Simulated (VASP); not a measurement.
A run of VASP 6.6.1:

File INCAR:

```
SYSTEM = Al
ALGO     = Normal         ! electronic algorithm
EDIFF    = 1E-7           ! SCF threshold, eV
ENCUT    = 520            ! plane-wave cutoff, eV
GGA      = PE             ! functional
ISIF     = 2              ! what is computed and relaxed
ISMEAR   = 1              ! smearing method
LASPH    = .TRUE.         ! aspherical terms in the spheres
LCHARG   = .TRUE.         ! write CHGCAR
LREAL    = .FALSE.        ! projectors in reciprocal space
LVHAR    = .TRUE.       
LWAVE    = .FALSE.        ! write WAVECAR
NELM     = 100            ! most SCF steps
PREC     = Accurate       ! precision mode
SIGMA    = 0.1            ! smearing width, eV
```

KPOINTS

```
k-points
0
G
  18 18 18
  0 0 0
```

Contents of POSCAR:

```
Al                                      
1.0
   -0.0000000000      2.0206174258      2.0206174258
    2.0206174258      0.0000000000      2.0206174258
    2.0206174258      2.0206174258      0.0000000000
  Al            
     1
Direct
     0.0000000000000000    0.0000000000000000    0.0000000000000000
```

Potentials or basis: VASP PAW PBE potentials, release 64 (Al).

Run with:

```bash
$ cat potpaw_PBE.64/Al/POTCAR > POTCAR
$ mpirun -np 1 vasp_std > vasp.out
```

Hardware: 1 thread of Intel(R) Xeon(R) 6975P-C (Granite Rapids), on a shared host.

Task: Estimate the wall time of this run.

Result: It took 4.7 s on 1 thread of Intel(R) Xeon(R) 6975P-C (Granite Rapids), on a shared host, peak memory 0.13 GiB. Counts: scf iterations 11, k points 195.
